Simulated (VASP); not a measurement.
A snapshot from molecular dynamics of Cu, step 31; the first frame, the perfect lattice, has an electronic free energy F (no ionic kinetic energy) of -4.073 eV/atom. The Γ point alone samples so small a cell crudely.

Here is the system:

```
Cu
1.0
    0.00000     5.41500     5.41500
    5.41500     0.00000     5.41500
    5.41500     5.41500     0.00000
Cu
27
Direct
  0.00030   0.99792   0.00994
  0.00875   0.98098   0.34066
  0.00421   0.01263   0.65701
  0.99216   0.33786   0.00497
  0.00230   0.32625   0.32584
  0.97692   0.32899   0.68181
  0.01441   0.65892   0.99181
  0.00980   0.64611   0.34289
  0.99831   0.68869   0.65495
  0.32205   0.00167   0.01103
  0.35696   0.98468   0.30813
  0.33031   0.00330   0.66414
  0.33277   0.33763   0.00574
  0.33228   0.31914   0.36085
  0.29466   0.34376   0.67983
  0.33084   0.66969   0.98935
  0.33361   0.65704   0.34308
  0.33067   0.66329   0.66303
  0.67786   0.01169   0.99300
  0.67973   0.98436   0.32846
  0.64647   0.04488   0.67631
  0.68197   0.31988   0.99066
  0.65750   0.32940   0.33597
  0.67879   0.34244   0.65672
  0.65846   0.67165   0.99335
  0.70204   0.64681   0.33185
  0.64588   0.69034   0.65860
```

Calculation: PBE GGA, VASP's PBE PAW potentials (set 64) (plane waves; VASP). Run with PREC = Normal, LREAL = Auto, ISYM = 0, EDIFF = 1E-5, 300 eV cut-off, 1×1×1 Γ-centred mesh, Fermi-Dirac smearing of 0.043 eV, potentials Cu.

Give F per atom of this frame and the forces (eV/Å).

-4.021 eV/atom.
```
atom     Fx     Fy     Fz
----  -----  -----  -----
Cu1   -0.48   0.11   0.06
Cu2    0.49  -0.77   0.36
Cu3   -0.38   0.35  -0.38
Cu4    0.12  -0.07  -0.18
Cu5   -0.27   0.55   0.11
Cu6   -0.25   0.33   1.36
Cu7    0.46  -0.47  -0.09
Cu8    0.01  -0.11   0.37
Cu9    0.36   0.15  -1.17
Cu10  -0.59  -0.26   0.33
Cu11   0.99   0.61  -0.13
Cu12   0.13   0.20  -0.19
Cu13  -0.43   0.12   0.02
Cu14  -0.78  -0.92   0.23
Cu15  -0.16   0.73   0.50
Cu16   0.26   0.58  -0.03
Cu17  -0.48  -0.15   0.41
Cu18  -0.03   0.09   0.38
Cu19  -0.61   0.04  -0.74
Cu20   0.66  -0.13   0.21
Cu21  -1.30   0.12  -0.97
Cu22   1.61  -0.24  -0.22
Cu23  -0.09   0.02   0.41
Cu24   0.54  -0.69  -0.55
Cu25   0.12   0.22   0.17
Cu26   0.24  -1.41  -0.34
Cu27  -0.14   1.01   0.08
```

The cell is a supercell, built from Cu (fcc). Its lattice is the typed one, not relaxed at this level.
